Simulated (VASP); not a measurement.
Crystal: Ti4AlC3.

```
CELL_PARAMETERS angstrom
3.06000 0.00000 0.00000
-1.53000 2.65004 0.00000
0.00000 0.00000 23.61000
ATOMIC_POSITIONS crystal
Ti 0.33333 0.66667 0.05600
Ti 0.66667 0.33333 0.94400
Ti 0.66667 0.33333 0.55600
Ti 0.33333 0.66667 0.44400
Ti 0.00000 0.00000 0.15200
Ti 0.00000 0.00000 0.84800
Ti 0.00000 0.00000 0.65200
Ti 0.00000 0.00000 0.34800
Al 0.33333 0.66667 0.25000
Al 0.66667 0.33333 0.75000
C 0.00000 0.00000 0.00000
C 0.00000 0.00000 0.50000
C 0.66667 0.33333 0.11060
C 0.33333 0.66667 0.88940
C 0.33333 0.66667 0.61060
C 0.66667 0.33333 0.38940
```

The cell comes from a database or a generator and needn't be the stable form of this composition.

- Program: VASP 6.6.1
- Task: relaxation of cell and atoms
- Functional: PBEsol
- Potentials or basis: VASP PAW PBE potentials, release 64 (Ti_sv, Al, C)
- Cutoff: 600 eV
- k mesh: 12 × 12 × 2
- Occupations: gaussian, width 0.03 eV
- Spin: no spin polarisation

At the start: pressure -0.6 GPa; volume 11.97 Å³/atom.

Q: How do energy, volume and symmetry change on relaxing?

A: Over 14 steps the energy falls by 60.7 meV/atom and the volume is 11.81 Å³/atom (-1.3 %); space group P6_3/mmc (No. 194, to 0.05 Å).

The path:
```
step  energy change (eV)  largest force (eV/Å)  pressure (GPa)  volume (Å³)
   1              0.0000                3.1104           -0.55       191.46
   2             -0.7514                1.3617           -2.69       190.31
   3             -0.9125                0.2711           -2.67       190.64
   4             -0.9238                0.2347            3.28       185.48
   5             -0.9456                0.2522            0.54       187.77
   6             -0.9579                0.1146            0.33       188.03
   7             -0.9612                0.1676            0.17       188.26
   8             -0.9691                0.0912           -0.14       188.78
   9             -0.9706                0.0815           -0.38       189.22
  10             -0.9707                0.0833           -0.37       189.14
  11             -0.9703                0.0796            0.61       188.51
  12             -0.9717                0.0278            0.09       188.86
  13             -0.9717                0.0221           -0.05       189.00
  14             -0.9718                0.0014           -0.02       188.94
```

Final structure:
```
Ti Al C
1.0
     3.05396    0.00000    0.00000
    -1.52698    2.64480    0.00000
     0.00000    0.00000   23.39241
Ti Al C
8 2 6
Direct
  0.33333 0.66667 0.05084
  0.66667 0.33333 0.94916
  0.66667 0.33333 0.55084
  0.33333 0.66667 0.44916
  0.00000 0.00000 0.15282
  0.00000 0.00000 0.84718
  0.00000 0.00000 0.65282
  0.00000 0.00000 0.34718
  0.33333 0.66667 0.25000
  0.66667 0.33333 0.75000
  0.00000 0.00000 0.00000
  0.00000 0.00000 0.50000
  0.66667 0.33333 0.10772
  0.33333 0.66667 0.89228
  0.33333 0.66667 0.60772
  0.66667 0.33333 0.39228
```

Caveat: the PAW data sets were made with another functional, which shifts forces and pressure a little.
